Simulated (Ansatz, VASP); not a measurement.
**Cross-check of MgO (MgO (Fm-3m)) between VASP and Ansatz**

One calculation is typed for both programs; each brings its own data sets. How far apart do they land? The cell is taken from a series of runs on this material, whose earlier steps may have relaxed, scaled, displaced or heated it; both programs get it as it stands.

Main program and level: Ansatz 0.2.0; plane waves, with VASP 6.6.1 beside it; single point at PBE0 form with 20 % exact exchange with an exact-exchange share of 0.2.

## 1. Starting point

It takes space group Fm-3m (No. 225, cubic). Conventional cell: a = 4.215 Å, b = 4.215 Å, c = 4.215 Å, α = 90.00°, β = 90.00°, γ = 90.00°. Nearest to Mg lie 6 O at 2.11 Å. O has 6 Mg at 2.11 Å nearest. Farther neighbours and most contacts between anions are not listed.

## 2. Ansatz: single point, PBE0 form with 20 % exact exchange with an exact-exchange share of 0.2

Ansatz runs on its PAW soft_1 files.

With cell and atoms fixed, the geometry can't cause a difference; cores, projectors, grids and the points listed under the comparison can.

File input.yaml:

```yaml
crystal:
  lattice:
    - [0.0, 2.10743285, 2.10743285]
    - [2.10743285, 0.0, 2.10743285]
    - [2.10743285, 2.10743285, 0.0]
  atoms:
    - { symbol: Mg, position: [0.0, 0.0, 0.0] }
    - { symbol: O, position: [0.5, 0.5, 0.5] }
basis:
  ecutwfc: 420.0
  ecutrho_ratio: 4
  xc_grid: 2
  fft_grid_basis: typed
  precision: f64
kpoints:
  mp_grid: { grid: [3, 3, 4] }
  band_path: { path: [VBM, CBM], npoints: 1 }
hamiltonian:
  xc: { preset: pbe0, exx: 0.2 }
  pseudopotentials:
    kind: paw
    azcp: { folder: soft_1, O: "soft_1/O.paw.azcp", Mg: "soft_1/Mg.paw.azcp" }
scf:
  max_iter: 100
  occupations: { method: fixed }
output:
  forces: true
checkpoint:
  write: "../host.a20.run"
  compress: false
  write_wavefunctions: true
  write_every: 100000
```

Started as:

```
> ansatz run input.yaml --threads 32 --pin off --max-ram 84787MiB --backend cuda --events-out ev --progress --plain --runs-dir out --max-vram 78GiB
```

Numbers of over 12 decimals in the logs are rounded to 6 here.

The log of the run:

```text
Warning: crystal.symmetry: narrowed to the stabiliser of the k-point mesh — unitary ops 48 → 4; excluded 44 operations that carry a point of the 3×3×4 mesh (shift [0, 0, 0]) off the mesh (the run samples exactly the mesh kpoints.mp_grid names, as under crystal.symmetry.detect: false, and its converged state has the mesh's symmetry, not the crystal's; ε∞, the Born charges and the force constants of a linear response (
Engine: ansatz 0.2.0, aarch64-unknown-linux-gnu
Pseudopotentials: kind: paw
Pseudopotential: Mg, paw, valence charge 10, recommended cutoff 420 eV (normal), soft_1/Mg.paw.azcp
Pseudopotential: O, paw, valence charge 6, recommended cutoff 420 eV (normal), soft_1/O.paw.azcp
Functional definition: unnamed
  parameter a_1 = 0.2
  exchange = (1 - a_1)*pbe_x + a_1*exact_x
  correlation = pbe_c
davidson cushion auto → on  (no smearing: the cushion is to keep the highest requested band from converging to the state above it; pin scf.eigensolver.cushion to override)
device memory: the entry about to start is reckoned to put 2.7 GiB on a device that reports 182.3 GiB free (of which the cap on the GPU budget leaves the run 78.0 GiB)
GPU FFT provider: cuFFT
GPU libraries: cuBLAS 13.8.1, cuFFT 12.4.0, cuSOLVER 12.3.2
Crystal: 2 atoms, lattice volume = 18.719 Å³
Basis set: ecut = 420 eV, 339 PW (Γ), exchange–correlation on 40×40×40 points (8 copies of the dense FFT grid, shifted against one another)
Bands: 12, of which v1, the nominal top of the filled ones, is band 8 counted from 1 (7 counted from 0)
Symmetry: 4 space group operations
k-points: 14 of 36
Non-local potential: Mg, projectors of the file, l = 0: 3, l = 1: 2, l = 2: 1
Non-local potential: O, projectors of the file, l = 0: 2, l = 1: 2, l = 2: 1
PAW form: soft (Blöchl's): semilocal exchange-correlation on the pseudo side does not see the compensation charge
PAW frozen core: Mg, regenerated for the run's functional, and the local potential with it (the file was generated under x = pbe(κ = 0.804, μ = 0.219515), c = pbe(β = 0.066725))
PAW frozen core: O, regenerated for the run's functional, and the local potential with it (the file was generated under x = pbe(κ = 0.804, μ = 0.219515), c = pbe(β = 0.066725))
PAW one-centre angular grid: Mg, 110 points (default); XC on 64 Gauss nodes
PAW one-centre angular grid: O, 110 points (default); XC on 64 Gauss nodes
Initial density: superposition of atomic densities (chi_scale 0.1, normalization cell, long waves kept (reshape's long-wave potential 0.00 eV rms))
Initial wavefunctions: pseudopotential atomic-orbital guess
GPU buffer pool allocated for 8000 grid points (all kernels)
GPU transforms: local potential and band sums: pruned to the plane-wave sphere, on 20×20×20
Functional: x = pbe(κ = 0.804, μ = 0.219515), c = pbe(β = 0.066725), warm-up for x = 0.8 pbe(κ = 0.804, μ = 0.219515) + 0.2 exact, c = pbe(β = 0.066725)
SCF iter   1: F=—  HF=-2494.033657 eV  |Δ(HF+E_count)|=         —  Δρ=7.14e-2  dr2=5.14e-1  Hψ=599
preconditioner: auto → none  [insulator: Δε(μ)=4.374 eV  Ē_g=18.453 eV  n_scr=8 (ndim 8)  ℏωp=24.3 eV  f_vac=0.000]
SCF iter   2: F=—  HF=-2494.032709 eV  |Δ(HF+E_count)|=   9.48e-4  Δρ=2.90e-2  dr2=8.27e-2  Hψ=457
iter 3 solved again at ethr=3.15e-5 eV; its pass at ethr=5.17e-4 eV (dr2=5.04e-3 eV) is discarded
SCF iter   3: F=—  HF=-2494.084279 eV  |Δ(HF+E_count)|=   5.16e-2  Δρ=5.57e-3  dr2=4.87e-3  Hψ=845
SCF iter   4: F=—  HF=-2494.088125 eV  |Δ(HF+E_count)|=   3.85e-3  Δρ=5.34e-3  dr2=3.58e-3  Hψ=504
SCF iter   5: F=-2494.087137 eV  HF=-2494.087118 eV  |Δ(HF+E_count)|=   1.01e-3  Δρ=4.36e-4  dr2=1.30e-5  Hψ=421
SCF 1 stopped early in 5 iterations: F = -2494.087137 eV  dr2 = 1.30e-5
  greatest PAW one-centre occupation: 1.000 electrons in one spin orbital (limit 2), on the Mg atom at site 0 (counted from 0), in its partial waves of l = 0
device memory: the entry about to start is reckoned to put 2.9 GiB on a device that reports 181.6 GiB free (of which the cap on the GPU budget leaves the run 78.0 GiB)
GPU FFT provider: cuFFT
GPU libraries: cuBLAS 13.8.1, cuFFT 12.4.0, cuSOLVER 12.3.2
Initial density: handed on by an earlier stage of this run
Initial wavefunctions: those handed on with the density
GPU buffer pool allocated for 8000 grid points (all kernels)
GPU transforms: local potential and band sums: pruned to the plane-wave sphere, on 20×20×20
Functional: x = 0.8 pbe(κ = 0.804, μ = 0.219515) + 0.2 exact, c = pbe(β = 0.066725)
Exchange kernel: α = 0.2000, full range, Wigner–Seitz truncation, v(0) = 2647.6200 eV·Å³, q-mesh 3×3×4, nearest image of the exchange supercell L = 8.94 Å, pair-density grid 12×12×12, without the augmentation charges, whose exchange is taken in its separable form by FFT convolution over the k-point mesh (sized by the pseudopotential files, 18×18×18 at the most), smooth part of the exact exchange by density-matrix con
Frozen-core exchange: fock
SCF iter   1: F=—  HF=-2494.456006 eV  |Δ(HF+E_count)|=         —  Δρ=6.21e-3  dr2=3.91e-3  Hψ=801
preconditioner: auto → none  [insulator: Δε(μ)=6.704 eV  Ē_g=21.202 eV  n_scr=8 (ndim 8)  ℏωp=24.3 eV  f_vac=0.000]
SCF iter   2: F=—  HF=-2494.454570 eV  |Δ(HF+E_count)|=   1.44e-3  Δρ=2.12e-3  dr2=5.75e-4  Hψ=560
SCF iter   3: F=—  HF=-2494.456564 eV  |Δ(HF+E_count)|=   1.99e-3  Δρ=5.09e-4  dr2=4.86e-5  Hψ=520
SCF iter   4: F=-2494.456556 eV  HF=-2494.456556 eV  |Δ(HF+E_count)|=   8.43e-6  Δρ=2.67e-5  dr2=1.50e-6  Hψ=398
SCF 2 stopped early in 4 iterations: F = -2494.456556 eV  dr2 = 1.50e-6
hybrid outer 1: dexx = +2.200e-3 eV, tail = 2.10e-5 eV
GPU FFT provider: cuFFT
GPU libraries: cuBLAS 13.8.1, cuFFT 12.4.0, cuSOLVER 12.3.2
GPU buffer pool allocated for 8000 grid points (all kernels)
GPU transforms: local potential and band sums: pruned to the plane-wave sphere, on 20×20×20
Exchange kernel: α = 0.2000, full range, Wigner–Seitz truncation, v(0) = 2647.6200 eV·Å³, q-mesh 3×3×4, nearest image of the exchange supercell L = 8.94 Å, pair-density grid 12×12×12, without the augmentation charges, whose exchange is taken in its separable form by FFT convolution over the k-point mesh (sized by the pseudopotential files, 18×18×18 at the most), smooth part of the exact exchange by density-matrix con
Frozen-core exchange: fock
SCF iter   1: F=—  HF=-2494.456578 eV  |Δ(HF+E_count)|=         —  Δρ=6.43e-5  dr2=1.06e-6  Hψ=392
preconditioner: auto → none  [insulator: Δε(μ)=6.722 eV  Ē_g=21.193 eV  n_scr=8 (ndim 8)  ℏωp=24.3 eV  f_vac=0.000]
SCF iter   2: F=-2494.456578 eV  HF=-2494.456578 eV  |Δ(HF+E_count)|=   2.02e-7  Δρ=9.54e-6  dr2=2.89e-8  Hψ=512
SCF 3 converged in 2 iterations: F = -2494.456578 eV  dr2 = 2.89e-8
  Residual-converged pass: ⟨swp⟩=3.1  Hψ=437  notcnv=0  max |occ|·‖R‖ = 6.4e-6 eV (tolerance 6.7e-6 eV)  dr2=2.90e-8  dr2_onsite=2.76e-9  max |Δocc| = 0.0e0
hybrid outer 2: dexx = +1.674e-7 eV, tail = 6.70e-8 eV, Δε = 2.02e-3 eV (about 2.21e-4 eV left of the loop's levels)
device memory: the entry about to start is reckoned to put 0.3 GiB on a device that reports 179.7 GiB free (of which the cap on the GPU budget leaves the run 78.0 GiB)
NSCF: frozen V_eff on 68 k-points, pencils in batches of 32, up to order 56
device memory: the entry about to start is reckoned to put 0.3 GiB on a device that reports 179.6 GiB free (of which the cap on the GPU budget leaves the run 78.0 GiB)
NSCF: frozen V_eff on 68 k-points, pencils in batches of 32, up to order 56
device memory: the entry about to start is reckoned to put 0.3 GiB on a device that reports 179.7 GiB free (of which the cap on the GPU budget leaves the run 78.0 GiB)
NSCF: frozen V_eff on 12 k-points, pencils in batches of 32, up to order 56
device memory: the entry about to start is reckoned to put 0.2 GiB on a device that reports 179.7 GiB free (of which the cap on the GPU budget leaves the run 78.0 GiB)
NSCF: frozen V_eff on 5 k-points
device memory: the entry about to start is reckoned to put 0.2 GiB on a device that reports 179.6 GiB free (of which the cap on the GPU budget leaves the run 78.0 GiB)
NSCF: frozen V_eff on 5 k-points
device memory: the entry about to start is reckoned to put 0.2 GiB on a device that reports 179.7 GiB free (of which the cap on the GPU budget leaves the run 78.0 GiB)
NSCF: frozen V_eff on 5 k-points
device memory: the entry about to start is reckoned to put 0.2 GiB on a device that reports 179.7 GiB free (of which the cap on the GPU budget leaves the run 78.0 GiB)
NSCF: frozen V_eff on 5 k-points
device memory: the entry about to start is reckoned to put 0.2 GiB on a device that reports 183.4 GiB free (of which the cap on the GPU budget leaves the run 78.0 GiB)
NSCF: frozen V_eff on 5 k-points
device memory: the entry about to start is reckoned to put 0.2 GiB on a device that reports 183.4 GiB free (of which the cap on the GPU budget leaves the run 78.0 GiB)
NSCF: frozen V_eff on 2 k-points
hybrid SCF converged: 2 outer / 6 inner (+5 warm-up), last move |dexx| = 1.67e-7 eV, tail = 6.70e-8 eV
Stability not checked: this state was not tested for a lower state beside it, because the functional holds exact exchange (a hybrid, or Hartree-Fock), whose exchange loop this test does not read (fock_operator; see scf.lower_state_search)
Free energy (F): -2494.456578 eV
Frozen-core exchange: fock
Harris-Foulkes:  -2494.456578 eV  (|F-HF|=8.74e-9)
Internal energy: -2494.456578 eV  (E = F + TS)
E sigma→0 (E₀):  -2494.456578 eV
Fermi energy:    6.752967 eV
--- Per-component energies (eV) ---
  E_band       = -337.088355
  E_kinetic    = 244.482296
  E_local      = -1694.783033  (includes V_loc(G=0)·N_el)
  E_nonlocal   = 245.404359
  E_hartree    = 563.292789
  E_xc         = -82.400540
  E_vxc        = -105.542661  (∫ρ·V_xc dr)
  E_exx        = -62.534074  (= α·E_x^exact, valence–valence)
  E_paw        = -419.362174  (= ΣΔE_a)
  E_vpaw       = -28.167412  (= ΣTr[D̂ρ^β])
  E_aug_tail   = 0.000720  (compensation charges beyond the density's cutoff)
  E_ewald      = -1288.509014
  E_core_change = -0.047908  (= ΣΔE_core)
  E_smearing   = -0.000000  (= −TS)
  E_closure    = 0.000001  (closes the sum)
  Σ components = -2494.456578   (vs F -2494.456578, Δ=0.00e0)
--- Forces (eV/Å), atoms counted from 1 ---
  atom   1  Mg    -0.00000000    -0.00000000     0.00000000
  atom   2  O      0.00000000     0.00000000     0.00000000
  max |Σ_I F_I| component: 9.47e-30 eV/Å
--- Band table (eV; the first three rows and the last of 14) ---
  k-point 0: bands = ["-69.0703", "-34.3148", "-34.3127", "-34.3125", "-11.7541", "6.7361", "6.7362", "6.7530", "13.4749", "24.7188"]
  k-point 1: bands = ["-69.0661", "-34.3582", "-34.3167", "-34.3164", "-11.1220", "3.9763", "6.3737", "6.3744", "15.9113", "21.5033"]
  k-point 2: bands = ["-69.0618", "-34.4011", "-34.3206", "-34.3203", "-10.3802", "1.8731", "6.0389", "6.0391", "16.6815", "21.7819"]
  k-point 13: bands = ["-69.0595", "-34.3765", "-34.3527", "-34.3352", "-10.1630", "2.9723", "4.1558", "5.4112", "19.4685", "20.9646"]
  guard bands above this table: 2 of the run's 12 bands. The solve was not asked for them (output.publish_guard_bands: true or output.eigenvalues: true publishes all)
```

(Part 1 of 2 ends here.)

[Lines on the potential files, build, host, timing and source positions are cut from VASP's logs without a mark.]

[Logs are printed without paths, hosts, clocks, repeated set-up lines and the standing remarks that a program may print on its own settings, such as how far it seeks lower states.]

[Hosts, paths, dates, database ids (printed as entryN), source tags and the programs' standing remarks are cut or masked in the printed files.]
